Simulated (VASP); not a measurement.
OSZICAR of a VASP run on LaNi2P2 (space group I4/mmm):

**OSZICAR**
```
       N       E                     dE             d eps       ncg     rms          rms(c)
DAV:   1     0.245034006478E+03    0.24503E+03   -0.11405E+04  2872   0.159E+03
DAV:   2     0.830128125650E+01   -0.23673E+03   -0.23352E+03  3256   0.332E+02
DAV:   3    -0.336122667061E+02   -0.41914E+02   -0.41242E+02  4608   0.138E+02
DAV:   4    -0.392274487896E+02   -0.56152E+01   -0.53083E+01  5176   0.481E+01
DAV:   5    -0.395910198771E+02   -0.36357E+00   -0.34992E+00  4472   0.106E+01    0.277E+01
DAV:   6    -0.588194372697E+02   -0.19228E+02   -0.44325E+02  4712   0.285E+02    0.506E+01
DAV:   7    -0.373103772282E+02    0.21509E+02   -0.74095E+01  4304   0.154E+02    0.158E+01
DAV:   8    -0.344426805413E+02    0.28677E+01   -0.22994E+01  5304   0.579E+01    0.444E+00
DAV:   9    -0.345246105838E+02   -0.81930E-01   -0.36183E+00  4416   0.130E+01    0.138E+00
DAV:  10    -0.345363233362E+02   -0.11713E-01   -0.28520E-01  5472   0.407E+00    0.557E-01
DAV:  11    -0.345355157172E+02    0.80762E-03   -0.12652E-02  4120   0.956E-01    0.347E-01
DAV:  12    -0.345349369710E+02    0.57875E-03   -0.57904E-03  5232   0.993E-01    0.133E-01
DAV:  13    -0.345349504693E+02   -0.13498E-04   -0.48530E-04  3864   0.165E-01    0.840E-02
DAV:  14    -0.345348664505E+02    0.84019E-04   -0.41387E-04  5248   0.189E-01    0.445E-02
DAV:  15    -0.345348625015E+02    0.39491E-05   -0.53368E-05  4376   0.537E-02    0.218E-02
DAV:  16    -0.345348591374E+02    0.33640E-05   -0.20338E-05  5152   0.551E-02    0.415E-03
DAV:  17    -0.345348592497E+02   -0.11228E-06   -0.18201E-06  2824   0.148E-02
   1 F= -.34534859E+02 E0= -.34503604E+02  d E =-.625105E-01
```

Which electronic solver shows in the log?

It is blocked Davidson (ALGO = Normal, or the opening steps of other solvers). The INCAR had ALGO = Normal.

How was spin treated?

Without spin polarisation: there is no mag entry.

Can the final energy be trusted as converged?

The run converged. It stopped with EDIFF = 1E-6, NELM = 100 (PBEsol GGA, plane waves, VASP's PBE PAW potentials (set 64)).

The structure comes from a computed database's LaNi2P2 entry (I4/mmm); how it stands against other phases isn't given here. The cell was not relaxed at this level, and its volume differs by -5.9 % from the start's. The run is not spin-polarised, so no magnetic state was tried. The electron count is odd and the run is not spin-polarised, which forces a metal.
